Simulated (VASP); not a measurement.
Method: PBE GGA, VASP's PBE PAW potentials (set 64) (plane waves; VASP).

VASP ran on this input.

File POSCAR:
```
FeAl
1
    2.9682000000     0.0000000000     0.0000000000
    0.0000000000     2.9682000000     0.0000000000
    0.0000000000     0.0000000000     2.9682000000
Al Fe
1 1
Direct
  0.5000000000   0.5000000000   0.5000000000
  0.0000000000   0.0000000000   0.0000000000
```

**KPOINTS**
```
Automatic mesh
0
Gamma
11 11 11
0 0 0
```

**INCAR**
```
SIGMA=0.1
LASPH=.True.   ! aspherical one-centre terms
ISIF=2   ! forces and stress, cell fixed
PREC=Accurate
ENCUT=400   ! plane-wave cut-off (eV)
SYSTEM=FeAl
ALGO=Normal   ! blocked Davidson
GGA=PE   ! PBE
NELM=100
LWAVE=.False.
EDIFF=1E-6
LMAXMIX=4   ! l cut-off of mixed one-centre charges
LCHARG=.False.
ISMEAR=1   ! Methfessel-Paxton
LREAL=Auto   ! projection in real space or not
```

POTCAR, in this order: Al Fe (PBE.64 set). Program: vasp_std.

The run wrote:

**OSZICAR**
```
       N       E                     dE             d eps       ncg     rms          rms(c)
DAV:   1     0.273064456896E+02    0.27306E+02   -0.41842E+03  1008   0.968E+02
DAV:   2    -0.133328364539E+02   -0.40639E+02   -0.39209E+02  1011   0.171E+02
DAV:   3    -0.144069634649E+02   -0.10741E+01   -0.10560E+01  1196   0.358E+01
DAV:   4    -0.144287386923E+02   -0.21775E-01   -0.21758E-01  1305   0.477E+00
DAV:   5    -0.144290845913E+02   -0.34590E-03   -0.34589E-03  1235   0.489E-01    0.132E+01
DAV:   6    -0.174414832831E+02   -0.30124E+01   -0.86599E+01  1147   0.138E+02    0.213E+01
DAV:   7    -0.125116487001E+02    0.49298E+01   -0.44776E+01  1129   0.869E+01    0.250E+00
DAV:   8    -0.124944375138E+02    0.17211E-01   -0.22484E-01  1047   0.517E+00    0.155E+00
DAV:   9    -0.124813111196E+02    0.13126E-01   -0.47714E-02  1199   0.341E+00    0.414E-01
DAV:  10    -0.124808499164E+02    0.46120E-03   -0.10389E-03  1240   0.360E-01    0.139E-01
DAV:  11    -0.124808429447E+02    0.69718E-05   -0.26983E-05  1334   0.594E-02    0.233E-02
DAV:  12    -0.124808417118E+02    0.12329E-05   -0.41524E-06  1095   0.224E-02    0.456E-03
DAV:  13    -0.124808414253E+02    0.28654E-06   -0.40648E-07   535   0.662E-03
   1 F= -.12480841E+02 E0= -.12480812E+02  d E =-.892166E-04
```

OUTCAR:
```
------------------------ aborting loop because EDIFF is reached ----------------------------------------
  FORCE on cell =-STRESS in cart. coord.  units (eV):
  Direction    XX          YY          ZZ          XY          YZ          ZX
  --------------------------------------------------------------------------------------
  Total       -2.4679122     -2.4679122     -2.4679122      0.0000000      0.0000000      0.0000000
  in kB     -151.2031358   -151.2031358   -151.2031358      0.0000000      0.0000000      0.0000000
  external PRESSURE =    -151.2031358 kB  Pullay stress =       0.0000000 kB
  volume of cell :       26.15
      direct lattice vectors                 reciprocal lattice vectors
     2.968200000  0.000000000  0.000000000     0.336904521  0.000000000  0.000000000
     0.000000000  2.968200000  0.000000000     0.000000000  0.336904521  0.000000000
     0.000000000  0.000000000  2.968200000     0.000000000  0.000000000  0.336904521
 POSITION                                       TOTAL-FORCE (eV/Angst)
 -----------------------------------------------------------------------------------
      1.48410      1.48410      1.48410         0.000000      0.000000      0.000000
      0.00000      0.00000      0.00000         0.000000      0.000000      0.000000
 -----------------------------------------------------------------------------------
    total drift:                               -0.000000      0.000000     -0.000000
  FREE ENERGIE OF THE ION-ELECTRON SYSTEM (eV)
  ---------------------------------------------------
  free  energy   TOTEN  =       -12.4808414253 eV

  energy  without entropy=      -12.4807522087  energy(sigma->0) =      -12.48081169
```
(Selected blocks of OUTCAR.)

### OUTCAR
```
 val. band max:        6.9244437035   @ k =   0.0909   0.0909   0.0909

 cond. band min:       6.9296101012   @ k =   0.4545   0.3636   0.3636


 Fermi energy:         6.9259462740

 k-point     1 :       0.0000    0.0000    0.0000
  band No.  band energies     occupation
      1      -2.8169      2.00000
      2       5.0482      2.00000
      3       5.0482      2.00000
      4       7.0683     -0.06172
      5       7.0684     -0.06172
      6       7.0684     -0.06172
      7      12.8752      0.00000
      8      12.8752      0.00000
      9      12.8752      0.00000

 k-point     2 :       0.0909    0.0000    0.0000
  band No.  band energies     occupation
      1      -2.6725      2.00000
      2       5.0225      2.00000
      3       5.0894      2.00000
      4       6.9827      0.19032
      5       6.9827      0.19024
      6       7.0769     -0.05449
      7      11.7434      0.00000
      8      13.0868      0.00000
      9      13.0868      0.00000

 k-point     3 :       0.1818    0.0000    0.0000
  band No.  band energies     occupation
      1      -2.2431      2.00000
      2       4.8623      2.00000
      3       5.2023      2.00000
      4       6.7705      2.05037
      5       6.7705      2.05038
      6       7.0996     -0.03393
      7      10.0393      0.00000
      8      13.6796      0.00000
      9      13.6796      0.00000

 k-point     4 :       0.2727    0.0000    0.0000
  band No.  band energies     occupation
      1      -1.5410      2.00000
      2       4.3238      2.00000
      3       5.3570      2.00000
      4       6.5230      2.00000
      5       6.5230      2.00000
      6       7.1299     -0.01404
      7       8.7800     -0.00000
      8      14.5706      0.00000
      9      14.5706      0.00000

 k-point     5 :       0.3636    0.0000    0.0000
  band No.  band energies     occupation
      1      -0.5885      2.00000
      2       3.2660      2.00000
      3       5.5063      2.00000
...
```

The compound is FeAl in the CsCl type structure. The cell was not relaxed at this level. The run is one of a series of settings (LREAL = Auto against the base run), some of them coarse on purpose. The run is not spin-polarised, so no magnetic state was tried. The electron count is odd and the run is not spin-polarised, which forces a metal.
